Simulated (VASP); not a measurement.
Method: r2SCAN meta-GGA, VASP's PBE PAW potentials (set 64) (plane waves; VASP 6.6.1).

Input for VASP

KPOINTS:
```
Automatic mesh
0
Gamma
18 18 10
0 0 0
```

INCAR:
```
SYSTEM = Be
PREC = Accurate; ENCUT = 480; LREAL = .False.
LASPH = .True.
EDIFF = 1E-7; NELM = 100; ALGO = Normal
LMIXTAU = .True.
ISMEAR = 1; SIGMA = 0.1
METAGGA = R2SCAN
IBRION = 2; NSW = 40; ISIF = 3
EDIFFG = -0.01; PSTRESS = 100
LWAVE = .False.; LCHARG = .False.
```

POSCAR:
```
Be
1
    1.1329041964    -1.9622474592     0.0000000000
    1.1329041964     1.9622474592     0.0000000000
    0.0000000000     0.0000000000     3.5612626566
Be
2
Direct
  0.3333330000   0.6666670000   0.2500000000
  0.6666670000   0.3333330000   0.7500000000
```

POTCAR, in this order: Be (PBE.64 set). Program: vasp_std.

The resulting files:

### OSZICAR
```
       N       E                     dE             d eps       ncg     rms          rms(c)
DAV:   1    -0.429220884703E+01   -0.42922E+01   -0.17822E+03  2700   0.532E+02
DAV:   2    -0.892290974798E+01   -0.46307E+01   -0.43610E+01  4116   0.618E+01
DAV:   3    -0.895878261670E+01   -0.35873E-01   -0.35880E-01  3516   0.463E+00
DAV:   4    -0.895887300844E+01   -0.90392E-04   -0.90391E-04  3894   0.146E-01
DAV:   5    -0.895887308007E+01   -0.71629E-07   -0.71870E-07  3390   0.220E-03    0.130E+00
DAV:   6    -0.867730851672E+01    0.28156E+00   -0.95823E-02  2892   0.296E+00    0.762E-01
DAV:   7    -0.865636066706E+01    0.20948E-01   -0.15034E-02  2886   0.123E+00    0.130E-01
DAV:   8    -0.867799790997E+01   -0.21637E-01   -0.85293E-03  3078   0.889E-01    0.117E-02
DAV:   9    -0.867666344279E+01    0.13345E-02   -0.20432E-04  3402   0.153E-01    0.113E-02
DAV:  10    -0.867641411948E+01    0.24932E-03   -0.20030E-05  3168   0.460E-02    0.664E-03
DAV:  11    -0.867638982935E+01    0.24290E-04   -0.93123E-06  3324   0.233E-02    0.182E-03
DAV:  12    -0.867639198733E+01   -0.21580E-05   -0.28372E-06  3006   0.195E-02    0.191E-04
DAV:  13    -0.867639301828E+01   -0.10309E-05   -0.94473E-09  2898   0.104E-03    0.771E-05
DAV:  14    -0.867639238743E+01    0.63085E-06   -0.87253E-09  1692   0.699E-04    0.323E-05
DAV:  15    -0.867639275393E+01   -0.36650E-06   -0.14444E-09  1554   0.332E-04    0.579E-06
DAV:  16    -0.867639272990E+01    0.24027E-07   -0.29011E-11  1542   0.656E-05
   1 F= -.76881346E+01 E0= -.76881081E+01  d E =-.768813E+01
       N       E                     dE             d eps       ncg     rms          rms(c)
DAV:   1    -0.864370365965E+01    0.32689E-01   -0.11902E-01  3078   0.449E+00    0.146E-01
DAV:   2    -0.864455495904E+01   -0.85130E-03   -0.19467E-03  3846   0.478E-01    0.102E-01
DAV:   3    -0.864331302431E+01    0.12419E-02   -0.11421E-03  2802   0.433E-01    0.438E-02
DAV:   4    -0.864427228059E+01   -0.95926E-03   -0.53186E-04  2820   0.225E-01    0.327E-03
DAV:   5    -0.864428849206E+01   -0.16211E-04   -0.38300E-06  3354   0.254E-02    0.143E-03
DAV:   6    -0.864425778880E+01    0.30703E-04   -0.11395E-06  2856   0.111E-02    0.288E-04
DAV:   7    -0.864426235935E+01   -0.45706E-05   -0.18002E-07  3270   0.415E-03    0.114E-04
DAV:   8    -0.864426159800E+01    0.76136E-06   -0.64058E-09  1626   0.821E-04    0.606E-05
DAV:   9    -0.864426165132E+01   -0.53329E-07   -0.41856E-10  1470   0.209E-04
   2 F= -.77249461E+01 E0= -.77248882E+01  d E =-.368114E-01
       N       E                     dE             d eps       ncg     rms          rms(c)
DAV:   1    -0.864441225021E+01   -0.15065E-03   -0.60022E-07  3078   0.999E-03    0.335E-04
DAV:   2    -0.864441242327E+01   -0.17307E-06   -0.10305E-08  1470   0.112E-03    0.237E-04
DAV:   3    -0.864441241788E+01    0.53943E-08   -0.46054E-09  1392   0.767E-04
   3 F= -.77249461E+01 E0= -.77248883E+01  d E =-.368115E-01
       N       E                     dE             d eps       ncg     rms          rms(c)
DAV:   1    -0.864477587476E+01   -0.36345E-03   -0.89603E-04  3324   0.204E-01    0.109E-02
DAV:   2    -0.864477578425E+01    0.90506E-07   -0.36189E-06  3138   0.175E-02    0.666E-03
DAV:   3    -0.864477540268E+01    0.38157E-06   -0.50528E-07  3426   0.687E-03    0.179E-04
DAV:   4    -0.864477586805E+01   -0.46537E-06   -0.12350E-07  3144   0.397E-03    0.925E-05
DAV:   5    -0.864477570585E+01    0.16219E-06   -0.17704E-08  1662   0.156E-03    0.445E-05
DAV:   6    -0.864477571095E+01   -0.50938E-08   -0.53030E-10  1530   0.238E-04
   4 F= -.77250220E+01 E0= -.77249611E+01  d E =-.758255E-04
```

**OUTCAR**
```
------------------------ aborting loop because EDIFF is reached ----------------------------------------
  FORCE on cell =-STRESS in cart. coord.  units (eV):
  Direction    XX          YY          ZZ          XY          YZ          ZX
  --------------------------------------------------------------------------------------
  Total        0.9219716      0.9219715      0.9144912      0.0000000      0.0000000      0.0000000
  in kB      100.2411380    100.2411201     99.4278322      0.0000000      0.0000000      0.0000000
  external PRESSURE =      -0.0299699 kB  Pullay stress =     100.0000000 kB
  volume of cell :       14.74
      direct lattice vectors                 reciprocal lattice vectors
     1.102547741 -1.909668534  0.000000000     0.453495102 -0.261825543 -0.000000000
     1.102547741  1.909668534  0.000000000     0.453495102  0.261825543  0.000000000
     0.000000000 -0.000000000  3.499425564    -0.000000000 -0.000000000  0.285761186
 POSITION                                       TOTAL-FORCE (eV/Angst)
 -----------------------------------------------------------------------------------
      1.10255      0.63656      0.87486         0.000000     -0.000000      0.000000
      1.10255     -0.63656      2.62457        -0.000000      0.000000      0.000000
 -----------------------------------------------------------------------------------
    total drift:                                0.000000     -0.000004      0.000005
  FREE ENERGIE OF THE ION-ELECTRON SYSTEM (eV)
  ---------------------------------------------------
  free  energy   TOTEN  =        -8.6447757109 eV

  energy  without entropy=       -8.6445930527  energy(sigma->0) =       -8.64471482
  enthalpy is  TOTEN    =        -7.7250219569 eV   P V=        0.9197537540

 reached required accuracy - stopping structural energy minimisation
```
(Selected blocks of OUTCAR.)

File CONTCAR:
```
Be
   1.00000000000000
     1.1025477406389239   -1.9096685337495909    0.0000000000000000
     1.1025477406389239    1.9096685337495909    0.0000000000000000
     0.0000000000000000   -0.0000000000000000    3.4994255637298619
  Be
     2
Direct
     0.3333330000000032    0.6666669999999968    0.2500000000000000
     0.6666669999999968    0.3333330000000032    0.7500000000000000
```

Energy and stress use the plane-wave basis of the starting cell.

The compound is Be in the hcp structure. This run relaxes it under an external pressure of 10 GPa. Symmetry was kept, so distortions that lower it aren't found.
